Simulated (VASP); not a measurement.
Level of theory: LDA (Ceperley-Alder, Perdew-Zunger), VASP's LDA PAW potentials (set 64) (plane waves; VASP 6.6.1).

VASP input:

**KPOINTS**
```
Automatic mesh
0
Gamma
13 13 5
0 0 0
```

### INCAR
```
# general
SYSTEM  = BN
PREC    = Accurate
ENCUT   = 520
LREAL   = F   # projection in real space or not
LASPH   = T   # aspherical one-centre terms
NBANDS  = 36

# electronic loop
EDIFF   = 1E-7
NELM    = 100   # most electronic steps
ALGO    = Normal   # blocked Davidson

# smearing
ISMEAR  = 0   # Gaussian
SIGMA   = 0.01

# output
LWAVE   = F
LCHARG  = F
NEDOS   = 1001   # DOS grid

# other
LOPTICS = T
CSHIFT  = 0.1
```

File POSCAR:
```
BN
6.4613570
  0.1927373830  -0.3338309991   0.0000000000
  0.1927373830   0.3338309991   0.0000000000
  0.0000000000   0.0000000000   0.9999999426
B N
2 2
Cart
  0.1927373830   0.1112772223   0.2499999856
  0.1927373830  -0.1112772223   0.7499999569
  0.1927373830  -0.1112772223   0.2499999856
  0.1927373830   0.1112772223   0.7499999569
```

POTCAR, in this order: B N (LDA.64 set). Program: vasp_std.

The resulting files:

File OSZICAR:
```
       N       E                     dE             d eps       ncg     rms          rms(c)
DAV:   1     0.473441394357E+02    0.47344E+02   -0.64904E+03  4544   0.410E+02
DAV:   2    -0.405522145493E+02   -0.87896E+02   -0.83005E+02  5428   0.136E+02
DAV:   3    -0.426179558608E+02   -0.20657E+01   -0.20469E+01  5484   0.172E+01
DAV:   4    -0.426231221049E+02   -0.51662E-02   -0.51658E-02  5188   0.931E-01
DAV:   5    -0.426231354113E+02   -0.13306E-04   -0.13306E-04  5304   0.435E-02    0.111E+01
DAV:   6    -0.390751236171E+02    0.35480E+01   -0.11290E+00  5048   0.805E+00    0.482E+00
DAV:   7    -0.386952698215E+02    0.37985E+00   -0.29204E-01  5396   0.251E+00    0.307E+00
DAV:   8    -0.385818583691E+02    0.11341E+00   -0.76280E-02  5104   0.145E+00    0.347E-01
DAV:   9    -0.385806434209E+02    0.12149E-02   -0.48451E-03  5092   0.339E-01    0.212E-01
DAV:  10    -0.385805293040E+02    0.11412E-03   -0.29378E-04  5212   0.802E-02    0.200E-02
DAV:  11    -0.385805268295E+02    0.24745E-05   -0.11281E-05  5292   0.172E-02    0.163E-02
DAV:  12    -0.385805284220E+02   -0.15925E-05   -0.92052E-07  5148   0.413E-03    0.151E-03
DAV:  13    -0.385805284716E+02   -0.49601E-07   -0.27451E-08  4896   0.747E-04
   1 F= -.38580528E+02 E0= -.38580528E+02  d E =-.193151E-15
 imaginary and real dielectric function
```

File OUTCAR:
```
------------------------ aborting loop because EDIFF is reached ----------------------------------------
  FORCE on cell =-STRESS in cart. coord.  units (eV):
  Direction    XX          YY          ZZ          XY          YZ          ZX
  --------------------------------------------------------------------------------------
  Total       -0.0018256     -0.0018256     -0.0061033      0.0000000      0.0000000      0.0000000
  in kB       -0.0842591     -0.0842591     -0.2816971      0.0000000      0.0000000      0.0000000
  external PRESSURE =      -0.1500718 kB  Pullay stress =       0.0000000 kB
  volume of cell :       34.71
      direct lattice vectors                 reciprocal lattice vectors
     1.245345039 -2.157001263  0.000000000     0.401495155 -0.231803295  0.000000000
     1.245345039  2.157001263  0.000000000     0.401495155  0.231803295  0.000000000
     0.000000000  0.000000000  6.461356629     0.000000000  0.000000000  0.154766260
  FREE ENERGIE OF THE ION-ELECTRON SYSTEM (eV)
  ---------------------------------------------------
  free  energy   TOTEN  =       -38.5805284716 eV

  energy  without entropy=      -38.5805284716  energy(sigma->0) =      -38.58052847

 plasma frequency squared (from intraband transitions) (eV^2)
  --------------------------------------------------------------------------------------
       0.000       0.000      -0.000
       0.000       0.000       0.000
      -0.000       0.000       0.000

 plasma frequency squared (from interband transitions, int dw w eps(2)(w)) (eV^2)
  --------------------------------------------------------------------------------------
     541.956       0.000      -0.000       0.000      -0.000      -0.000
      -0.000      -0.000     541.956       0.000       0.000       0.000
      -0.000       0.000       0.000      -0.000     502.777       0.000
```
(Selected blocks of OUTCAR.)

The compound is BN in the hex structure. It was relaxed first.
